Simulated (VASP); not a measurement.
A cell of Ag2PrSi2 (space group I4/mmm) near equilibrium:

```xyz
5
Lattice="-2.1012 2.1012 5.2822 2.1012 -2.1012 5.2822 2.1012 2.1012 -5.2822" Properties=species:S:1:pos:R:3 pbc="T T T"
Pr     0.0000     0.0000     0.0000
Si     2.1012     2.1012     1.1636
Si     0.0000     0.0000     4.1186
Ag     0.0000     2.1012     2.6411
Ag     2.1012     0.0000     2.6411
```

All values below come from PBEsol GGA, VASP's PBE PAW potentials (set 64) (plane waves; VASP 6.6.1).

The 4f electrons are frozen in the core of the lanthanide potential, so 4f levels, which can set the real gap, and their magnetism are missing.

| run | ΔE (meV/atom) | σxx | σyy | σzz | largest shear component, with its sign (GPa) | largest force (eV/Å) |
|---|---|---|---|---|---|---|
| as it is | 0.0 | 0.25 | 0.25 | 0.30 | 0.00 | 0.058 |
| after one change | 25.3 | 1.45 | 0.85 | 1.02 | 1.16 | 1.316 |
Stress is in GPa, positive when the cell is compressed.

### Question
What was changed between the two runs?
A) atom 5 (Ag) moved by 0.200 Å along x
B) atom 3 (Si) moved by 0.150 Å along z
C) isotropic strain of -4.0 %
D) biaxial strain of +0.5 % in the xy plane with the ions relaxed

### Answer
A, atom 5 (Ag) moved by 0.200 Å along x

The structure comes from a computed database's Ag2PrSi2 entry (I4/mmm); how it stands against other phases isn't given here. The electron count is odd and the run is not spin-polarised, which forces a metal.
